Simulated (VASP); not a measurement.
Ta:

```
Ta
1.0
    -1.65128    1.65128    1.65128
     1.65128   -1.65128    1.65128
     1.65128    1.65128   -1.65128
Ta
1
Direct
  0.00000 0.00000 0.00000
```

| Quantity | Value |
| --- | --- |
| Program | VASP 6.6.1 |
| Task | relaxation of cell and atoms |
| Functional | PBEsol |
| Potentials or basis | VASP PAW PBE potentials, release 64 (Ta_pv) |
| Cutoff | 600 eV |
| k mesh | 16 × 16 × 16 |
| Occupations | methfessel-paxton, width 0.1 eV |
| Spin | no spin polarisation |

At the start: pressure -3.5 GPa; volume 18.01 Å³/atom.

**Question.** Where does the relaxation end?

**Answer.** Over 3 steps the energy falls by 3.5 meV/atom and the volume is 17.70 Å³/atom (-1.7 %); space group Im-3m (No. 229, to 0.05 Å).

The path:
| step | energy change (eV) | largest force (eV/Å) | pressure (GPa) | volume (Å³) |
| --- | --- | --- | --- | --- |
| 1 | 0.0000 | 0.0000 | -3.50 | 18.01 |
| 2 | 0.0146 | 0.0000 | 8.67 | 17.00 |
| 3 | -0.0035 | 0.0000 | -0.04 | 17.70 |

Final structure:
```
Ta
1.0
    -1.64169    1.64169    1.64169
     1.64169   -1.64169    1.64169
     1.64169    1.64169   -1.64169
Ta
1
Direct
  0.00000 0.00000 0.00000
```

Caveat: the PAW data sets were made with another functional, which shifts forces and pressure a little.
